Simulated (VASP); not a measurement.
Computed with PBEsol GGA, VASP's PBE PAW potentials (set 64) (plane waves; VASP).

Input for VASP

POSCAR:
```
Ir
1
    0.0000000000     1.9170875470     1.9170875470
    1.9170875470     0.0000000000     1.9170875470
    1.9170875470     1.9170875470    -0.0000000000
Ir
1
Direct
  0.0000000000   0.0000000000   0.0000000000
```

KPOINTS:
```
K-points
0
gamma
16 16 16
0 0 0
```

### INCAR
```
SYSTEM = Ir
PREC = Accurate; ENCUT = 500; LREAL = .False.
LASPH = .True.
EDIFF = 1E-6; NELM = 100; ALGO = Normal
LMAXMIX = 6
ISMEAR = 1; SIGMA = 0.1
GGA = PS
IBRION = 2; NSW = 40; ISIF = 3
EDIFFG = -0.02
LWAVE = .False.; LCHARG = .False.
```

POTCAR, in this order: Ir (PBE.64 set). Program: vasp_std.

What will the output report for the number of irreducible k-points (NKPTS), largest plane-wave count, number of space-group operations, FFT grid (NGX, NGY, NGZ)?

```
Property                                      Result
--------------------------------------  ------------
number of irreducible k-points (NKPTS)           145
largest plane-wave count                         368
number of space-group operations                  48
FFT grid (NGX, NGY, NGZ)                20 × 20 × 20
```

The compound is Ir in the fcc structure. It was relaxed first.
